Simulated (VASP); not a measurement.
# GeB2C2 (Pmm2) in VASP: phonon dispersion with PBE

Aim: the phonon dispersion of GeB2C2 with PBE.

All numbers are computed with VASP 6.6.1; they aren't measurements. Logs are shortened: lines on timing, memory, paths and dates and some standing lists are left out, and cuts for length are marked.

### Step 1. The crystal as given

It takes space group Pmm2 (No. 25, orthorhombic). The conventional cell has a = 2.766 Å, b = 4.196 Å, c = 4.692 Å, α = 90.00°, β = 90.00°, γ = 90.00°. Ge (site symmetry mm2) is surrounded by 6 C at 2.51 to 2.69 Å and 6 B at 2.59 to 2.73 Å and 2 Ge at 2.77 Å. B (site symmetry mm2) is surrounded by 3 C at 1.57 to 1.59 Å. B (site symmetry mm2) is surrounded by 3 C at 1.57 to 1.59 Å. C (site symmetry mm2) is surrounded by 3 B at 1.57 Å. C (site symmetry mm2) has 3 B at 1.59 Å as nearest neighbours.

The cell was built by a generator and needn't be a form met in nature.

### Step 2. Phonon dispersion, PBE

The input, INCAR:

```
PREC = Accurate
ENCUT = 520
EDIFF = 1E-7
ISMEAR = 0
SIGMA = 0.1
LREAL = Auto
LASPH = True
NELM = 80
ALGO = Fast
ISIF = 2
LWAVE = False
LCHARG = False
GGA = PE
IBRION = 6
NFREE = 2
POTIM = 0.015
NSW = 1
LPHON_DISPERSION = True
PHON_NWRITE = -3
```

The input, KPOINTS:

```
regular mesh
0
Gamma
  4 3 3
```

The input, POSCAR:

```
GeB2C2
1.0
    5.5315200000      0.0000000000      0.0000000000
    0.0000000000      8.3927800000      0.0000000000
    0.0000000000      0.0000000000      9.3842400000
Ge B C
8 16 16
Direct
    0.0000000000      0.0000000000      0.4854520000
    0.0000000000      0.0000000000      0.9854520000
    0.0000000000      0.5000000000      0.4854520000
    0.0000000000      0.5000000000      0.9854520000
    0.5000000000      0.0000000000      0.4854520000
    0.5000000000      0.0000000000      0.9854520000
    0.5000000000      0.5000000000      0.4854520000
    0.5000000000      0.5000000000      0.9854520000
    0.2500000000      0.2500000000      0.4178485000
    0.2500000000      0.2500000000      0.9178485000
    0.2500000000      0.7500000000      0.4178485000
    0.2500000000      0.7500000000      0.9178485000
    0.7500000000      0.2500000000      0.4178485000
    0.7500000000      0.2500000000      0.9178485000
    0.7500000000      0.7500000000      0.4178485000
    0.7500000000      0.7500000000      0.9178485000
    0.0000000000      0.2500000000      0.1709460000
    0.0000000000      0.2500000000      0.6709460000
    0.0000000000      0.7500000000      0.1709460000
    0.0000000000      0.7500000000      0.6709460000
    0.5000000000      0.2500000000      0.1709460000
    0.5000000000      0.2500000000      0.6709460000
    0.5000000000      0.7500000000      0.1709460000
    0.5000000000      0.7500000000      0.6709460000
    0.0000000000      0.2500000000      0.3378525000
    0.0000000000      0.2500000000      0.8378525000
    0.0000000000      0.7500000000      0.3378525000
    0.0000000000      0.7500000000      0.8378525000
    0.5000000000      0.2500000000      0.3378525000
    0.5000000000      0.2500000000      0.8378525000
    0.5000000000      0.7500000000      0.3378525000
    0.5000000000      0.7500000000      0.8378525000
    0.2500000000      0.2500000000      0.0877950000
    0.2500000000      0.2500000000      0.5877950000
    0.2500000000      0.7500000000      0.0877950000
    0.2500000000      0.7500000000      0.5877950000
    0.7500000000      0.2500000000      0.0877950000
    0.7500000000      0.2500000000      0.5877950000
    0.7500000000      0.7500000000      0.0877950000
    0.7500000000      0.7500000000      0.5877950000
```

The input, QPOINTS:

```
path GXSYGZURTZ,YT,UX,SR
8
line-mode
reciprocal
 0.0000000000  0.0000000000  0.0000000000  G
 0.5000000000  0.0000000000  0.0000000000  X

 0.5000000000  0.0000000000  0.0000000000  X
 0.5000000000  0.5000000000  0.0000000000  S

 0.5000000000  0.5000000000  0.0000000000  S
 0.0000000000  0.5000000000  0.0000000000  Y

 0.0000000000  0.5000000000  0.0000000000  Y
 0.0000000000  0.0000000000  0.0000000000  G

 0.0000000000  0.0000000000  0.0000000000  G
 0.0000000000  0.0000000000  0.5000000000  Z

 0.0000000000  0.0000000000  0.5000000000  Z
 0.5000000000  0.0000000000  0.5000000000  U

 0.5000000000  0.0000000000  0.5000000000  U
 0.5000000000  0.5000000000  0.5000000000  R

 0.5000000000  0.5000000000  0.5000000000  R
 0.0000000000  0.5000000000  0.5000000000  T

 0.0000000000  0.5000000000  0.5000000000  T
 0.0000000000  0.0000000000  0.5000000000  Z

 0.0000000000  0.5000000000  0.0000000000  Y
 0.0000000000  0.5000000000  0.5000000000  T

 0.5000000000  0.0000000000  0.5000000000  U
 0.5000000000  0.0000000000  0.0000000000  X

 0.5000000000  0.5000000000  0.0000000000  S
 0.5000000000  0.5000000000  0.5000000000  R
```

Potentials or basis: VASP PAW PBE potentials, release 64 (Ge_d, B, C).

Started as:

```console
$ cat potpaw_PBE.64/Ge_d/POTCAR potpaw_PBE.64/B/POTCAR potpaw_PBE.64/C/POTCAR > POTCAR
$ mpirun -np 8 vasp_std > vasp.out
```

OUTCAR:

```text
PREC = Accurate
   ENCUT = 520
   EDIFF = 1E-7
   ISMEAR = 0
   LREAL = Auto
   LASPH = True
   NELM = 80
   ISIF = 2
   GGA = PE
   IBRION = 6
   NFREE = 2
   POTIM = 0.015
   NSW = 1

 ion  position               nearest neighbor table
   1  0.000  0.000  0.485-   5 2.77   5 2.77
   2  0.000  0.000  0.985-   6 2.77   6 2.77
   3  0.000  0.500  0.485-   7 2.77   7 2.77
   4  0.000  0.500  0.985-   8 2.77   8 2.77
   5  0.500  0.000  0.485-   1 2.77   1 2.77
   6  0.500  0.000  0.985-   2 2.77   2 2.77
   7  0.500  0.500  0.485-   3 2.77   3 2.77
   8  0.500  0.500  0.985-   4 2.77   4 2.77
   9  0.250  0.250  0.418-  25 1.57  29 1.57  34 1.59
  10  0.250  0.250  0.918-  26 1.57  30 1.57  33 1.59
  11  0.250  0.750  0.418-  27 1.57  31 1.57  36 1.59
  12  0.250  0.750  0.918-  28 1.57  32 1.57  35 1.59
  13  0.750  0.250  0.418-  25 1.57  29 1.57  38 1.59
  14  0.750  0.250  0.918-  26 1.57  30 1.57  37 1.59
[... 34 lines left out ...]
 A1 = (   5.5315200000,   0.0000000000,   0.0000000000)
 A2 = (   0.0000000000,   8.3927800000,   0.0000000000)
 A3 = (   0.0000000000,   0.0000000000,   9.3842400000)

Analysis of symmetry for initial positions (statically):
=====================================================================
 Subroutine PRICEL returns following result:

  LATTYP: Found a simple orthorhombic cell.
 ALAT       =     2.7657600000
 B/A-ratio  =     1.5172646940
 C/A-ratio  =     1.6965029504

  Lattice vectors:

 A1 = (   2.7657600000,   0.0000000000,   0.0000000000)
 A2 = (   0.0000000000,   4.1963900000,   0.0000000000)
 A3 = (   0.0000000000,   0.0000000000,   4.6921200000)

   8 primitive cells build up your supercell.

 Routine SETGRP: Setting up the symmetry group for a
 simple orthorhombic supercell.

 Subroutine GETGRP returns: Found  4 space group operations
 (whereof  4 operations were pure point group operations)
 out of a pool of  8 trial point group operations.

The static configuration has the point symmetry C_2v.

Analysis of symmetry for dynamics (positions and initial velocities):
=====================================================================
[... 390 lines left out ...]

 number of electron     224.0000040 magnetization

------------------------ aborting loop because EDIFF is reached ----------------------------------------
[... 143 lines left out ...]
--------------------------------------- Ionic step       31  -------------------------------------------

 number of electron     224.0000040 magnetization

 Free energy of the ion-electron system (eV)
  ---------------------------------------------------
  ext. energy  EPLUGINS =         0.00000000
  ---------------------------------------------------
  free energy    TOTEN  =      -276.71562928 eV

  energy without entropy =     -276.68800113  energy(sigma->0) =     -276.70181520

 E-fermi :   4.7439     XC(G=0): -10.6307

 val. band max:        4.7379683892   @ k =   0.5000   0.0000   0.3333
 cond. band min:       4.7827046983   @ k =   0.5000   0.0000   0.0000
 fundamental gap:      0.0447363091
 Fermi energy:         4.7439042856

 k-point     1 :       0.0000    0.0000    0.0000
  band No.  band energies     occupation
      1     -20.2515      2.00000
      2     -20.2499      2.00000
      3     -20.2483      2.00000
      4     -20.2467      2.00000
      5     -20.1999      2.00000
      6     -20.1967      2.00000
[... 1513 lines left out ...]
    123       7.7240      0.00000
    124       7.7265      0.00000
 [bands above 124 left out]

------------------------ aborting loop because EDIFF is reached ----------------------------------------

  FORCE on cell =-STRESS in cart. coord.  units (eV):
  Direction    XX          YY          ZZ          XY          YZ          ZX
  --------------------------------------------------------------------------------------
  -------------------------------------------------------------------------------------
  Total       -1.0943072      2.5330511     -1.4477597      0.0000000      0.0000000      0.0000000
  in kB       -4.0243932      9.3154769     -5.3242402      0.0000000      0.0000000      0.0000000
  external PRESSURE =      -0.0110522 kB  Pullay stress =       0.0000000 kB
[... 55 lines left out ...]
  FREE ENERGIE OF THE ION-ELECTRON SYSTEM (eV)
  ---------------------------------------------------
  free  energy   TOTEN  =      -276.7156292795 eV

  energy  without entropy=     -276.6880011269  energy(sigma->0) =     -276.70181520

 INTERNAL STRAIN TENSORS FROM DISPLACED ATOMS
 ============================================

 INTERNAL STRAIN TENSOR FOR ION    1 for displacements in x,y,z  (eV/Angst):
          X           Y           Z          XY          YZ          ZX
  --------------------------------------------------------------------------------
  x     0.00000     0.00000     0.00000     0.00000     0.00000    -2.19143
  y     0.00000     0.00000     0.00000     0.00000     0.00545     0.00000
  z     1.15883    -1.34411    -0.32339     0.00000     0.00000     0.00000
[... 8 lines left out ...]
 INTERNAL STRAIN TENSOR FOR ION   40 for displacements in x,y,z  (eV/Angst):
          X           Y           Z          XY          YZ          ZX
  --------------------------------------------------------------------------------
  x    -0.00000     0.00000    -0.00000     0.00000     0.00000    11.38066
  y     0.00000     0.00000    -0.00000     0.00000    -3.30608     0.00000
  z     2.25597     2.18981    -8.67652     0.00000     0.00000     0.00000

 Eigenvectors and eigenvalues of the dynamical matrix
 ----------------------------------------------------

   1 f  =   35.913197 THz   225.649272 2PiTHz 1197.935306 cm-1   148.524982 meV
             X         Y         Z           dx          dy          dz
      0.000000  0.000000  4.555598    -0.000000   -0.008983   -0.000000
      0.000000  0.000000  9.247718     0.000000    0.008983    0.000000
      0.000000  4.196390  4.555598    -0.000000    0.008983   -0.000000
      0.000000  4.196390  9.247718     0.000000   -0.008983    0.000000
      2.765760  0.000000  4.555598     0.000000   -0.008983   -0.000000
      2.765760  0.000000  9.247718    -0.000000    0.008983    0.000000
[... 886 lines left out ...]
      1.382880  2.098195  0.823889     0.000000   -0.000000    0.161071
      1.382880  2.098195  5.516009     0.000000   -0.000000   -0.161071

 ELASTIC MODULI CONTR FROM IONIC RELAXATION (kBar)
 Direction    XX          YY          ZZ          XY          YZ          ZX
 --------------------------------------------------------------------------------
 XX        -139.6446     20.4914    154.4944      0.0000     -0.0000     -0.0000
 YY          20.4914    -45.4996     22.8661      0.0000      0.0000     -0.0000
 ZZ         154.4944     22.8661   -231.8439      0.0000     -0.0000      0.0000
 XY           0.0000      0.0000      0.0000      0.0000      0.0000      0.0000
 YZ          -0.0000      0.0000     -0.0000      0.0000   -260.9470     -0.0000
 ZX          -0.0000     -0.0000      0.0000      0.0000     -0.0000   -708.0054
 --------------------------------------------------------------------------------
[... 265 lines left out ...]
 q-point No.           q_x           q_y           q_z  q-path length
          34      0.000000      0.000000      0.071429       0.615087
  frequencies
   [THz]
```

Run time: 35 min. Hardware: 8 MPI ranks of Intel Xeon 6975P-C (Granite Rapids), shared host; peak memory 0.35 GiB.

What came out:

- Highest phonon frequency, LO-TO splitting left out: 1198 cm⁻¹
- Most unstable mode: 157i cm⁻¹

Phonon frequencies in cm⁻¹ (negative: imaginary):
```tsv
q point	frequencies
(0.000, 0.000, 0.000)	-157 0 0 0 65 117 387 451 518 687 976 978 987 1060 1141
(0.500, 0.000, 0.000)	-120 -15 158 190 348 542 559 631 650 759 790 998 1046 1060 1126
(0.500, 0.500, 0.000)	-85 -50 186 219 314 550 557 628 649 786 796 990 1047 1051 1125
(0.000, 0.500, 0.000)	64 66 77 101 175 195 271 449 523 693 977 977 981 1067 1140
(0.000, 0.000, 0.000)	-157 0 0 0 65 117 387 451 518 687 976 978 987 1060 1141
(0.000, 0.000, 0.500)	-105 35 91 103 229 334 357 586 590 598 675 1050 1126 1131 1195
(0.500, 0.000, 0.500)	-109 34 184 286 366 440 474 520 537 941 959 967 1006 1026 1124
(0.500, 0.500, 0.500)	-78 -49 185 287 352 449 473 530 545 940 965 969 1007 1030 1125
(0.000, 0.500, 0.500)	-147 62 83 137 267 339 362 589 599 601 674 1068 1123 1127 1198
(0.000, 0.500, 0.000)	64 66 77 101 175 195 271 449 523 693 977 977 981 1067 1140
(0.500, 0.000, 0.500)	-109 34 184 286 366 440 474 520 537 941 959 967 1006 1026 1124
(0.500, 0.500, 0.000)	-85 -50 186 219 314 550 557 628 649 786 796 990 1047 1051 1125
```

Phonon frequencies at the corners of the path (cm⁻¹, interpolated; i marks imaginary ones):
| point | frequencies |
| --- | --- |
| Γ | 157i 0 0 0 65 117 387 451 518 687 976 978 987 1060 1141 |
| X | 120i 15i 158 190 348 542 559 631 650 759 790 998 1046 1060 1126 |
| S | 85i 50i 186 219 314 550 557 628 649 786 796 990 1047 1051 1125 |
| Y | 64 66 77 101 175 195 271 449 523 693 977 977 981 1067 1140 |
| Z | 105i 35 91 103 229 334 357 586 590 598 675 1050 1126 1131 1195 |
| U | 109i 34 184 286 366 440 474 520 537 941 959 967 1006 1026 1124 |
| R | 78i 49i 185 287 352 449 473 530 545 940 965 969 1007 1030 1125 |
| T | 147i 62 83 137 267 339 362 589 599 601 674 1068 1123 1127 1198 |

Caveat: some modes are imaginary.
